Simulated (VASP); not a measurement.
Given:

```
CELL_PARAMETERS angstrom
      3.78335     0.00000     0.00000
     -1.89167     3.27647     0.00000
      0.00000     0.00000     6.19897
ATOMIC_POSITIONS crystal
  Zn 0.33333 0.66667 0.00023
  Zn 0.66667 0.33333 0.50023
  S  0.33333 0.66667 0.37477
  S  0.66667 0.33333 0.87477
```

Calculation: PBEsol GGA, VASP's PBE PAW potentials (set 64) (plane waves; VASP 6.6.1). Run with 400 eV cut-off, 6×6×4 Γ-centred mesh, Gaussian smearing of 0.050 eV, potentials Zn S.

Question: Predict the energy per atom (σ→0), band gap (on the k-mesh) with the smallest direct gap where there is one.

Answer: 
* **band gap (on the k-mesh)**: 2.17 eV
* **smallest direct gap (on the k-mesh)**: 2.17 eV
* **energy per atom (σ→0)**: -3.790 eV/atom

The absolute energy has meaning only against runs of the same code, potentials and settings.

The structure comes from a computed database's ZnS entry (P6_3mc); how it stands against other phases isn't given here. It was relaxed first. The start is the result of an earlier pass.
